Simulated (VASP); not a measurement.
Data:

```
CELL_PARAMETERS angstrom
     -1.54285     1.54285     1.54285
      1.54285    -1.54285     1.54285
      1.54285     1.54285    -1.54285
ATOMIC_POSITIONS crystal
  Mo 0.00000 0.00000 0.00000
```

Computed with r2SCAN+rVV10, VASP's PBE PAW potentials (set 64) (plane waves; VASP 6.6.1). Run with 520 eV cut-off, 16×16×16 Γ-centred mesh, first-order Methfessel-Paxton smearing of 0.10 eV, potentials Mo_sv.

Task: Predict the energy per atom (σ→0), pressure, band gap (on the k-mesh) with the smallest direct gap where there is one.

Result: 
```yaml
band gap (on the k-mesh): none (metal, semimetal or under 0.01 eV)
energy per atom (σ→0): -25.810 eV/atom
pressure: 189.7 kbar
```

The compound is Mo in the bcc structure. This cell is one point of a volume scan, at 0.94 of the reference volume.
